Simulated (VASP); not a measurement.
A convergence study with VASP on PbS (rock salt): one setting is varied, all else stays as given below, so the limit is that of these other settings. ε∞ is the independent-particle value.

```
CELL_PARAMETERS angstrom
      0.00000     2.97000     2.97000
      2.97000     0.00000     2.97000
      2.97000     2.97000     0.00000
ATOMIC_POSITIONS crystal
  Pb 0.00000 0.00000 0.00000
  S  0.50000 0.50000 0.50000
```

All values below come from PBE GGA, VASP's PBE PAW potentials (set 64) (plane waves; VASP). The tightest run used: 550 eV cut-off, 7×7×7 Γ-centred mesh, Gaussian smearing of 0.050 eV, potentials Pb_d S.

The reference is NBANDS = 138, which took about 80 core-seconds. Costs are core time on shared hosts, one run each; read them as rough ratios.

### Question
Of the settings NBANDS = 11; NBANDS = 12; NBANDS = 14; NBANDS = 18; NBANDS = 26; NBANDS = 42; NBANDS = 74; NBANDS = 138, which is the lowest that keeps the difference from the reference in mean ε∞ within 0.3 from there on, and what does it cost?

### Answer
NBANDS = 18; its cost over the reference is about 1/4.
```json
[
 {"setting": "NBANDS = 11", "difference in mean ε∞": "5.56", "cost over the reference": "about 1/5"},
 {"setting": "NBANDS = 12", "difference in mean ε∞": "1.82", "cost over the reference": "about 1/6"},
 {"setting": "NBANDS = 14", "difference in mean ε∞": "0.50", "cost over the reference": "about 1/5"},
 {"setting": "NBANDS = 18", "difference in mean ε∞": "0.19", "cost over the reference": "about 1/4"},
 {"setting": "NBANDS = 26", "difference in mean ε∞": "0.12", "cost over the reference": "about 1/4"},
 {"setting": "NBANDS = 42", "difference in mean ε∞": "0.05", "cost over the reference": "about 1/3"},
 {"setting": "NBANDS = 74", "difference in mean ε∞": "0.04", "cost over the reference": "within a factor of 2"},
 {"setting": "NBANDS = 138", "difference in mean ε∞": "0.00", "cost over the reference": "reference"}
]
```

Left out are rungs that failed or repeat a setting and relaxations that didn't move; long series are thinned to 24 rows.

The compound is PbS in the rock salt structure. The cell was not relaxed at this level.
